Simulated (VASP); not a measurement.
The system is Cl3In, in a box.

```
CELL_PARAMETERS angstrom
11.00000 0.00000 0.00000
0.00000 13.00000 0.00000
0.00000 0.00000 13.00000
ATOMIC_POSITIONS crystal
Cl 0.47165 0.56353 0.64980
Cl 0.58245 0.37071 0.43219
Cl 0.41991 0.63252 0.35543
In 0.49140 0.52228 0.47912
```

Base run:

| Quantity | Value |
| --- | --- |
| Program | VASP 6.6.1 |
| Functional | PBE |
| Potentials or basis | VASP PAW PBE potentials, release 64 (Cl, In_d) |
| Cutoff | 520 eV |
| k mesh | 1 × 1 × 1 |
| Occupations | gaussian, width 0.01 eV |
| Spin | no spin polarisation |

Its results: gap between the frontier levels 4.27 eV; largest force 0.340 eV/Å.

Problem. The run is repeated on the same cell with these changes: functional from PBE to r2SCAN; further incar settings from ALGO = Normal; EDIFF = 1e-07; NBANDS = 25 to ALGO = Normal; EDIFF = 1e-06; NBANDS = 25. What comes out?

Solution. Gap between the frontier levels 4.86 eV; largest force 0.087 eV/Å.

Caveats: spin-orbit coupling is left out, which moves the levels of the heavy elements; the PAW data sets were made with another functional, which shifts forces and pressure a little (some runs).

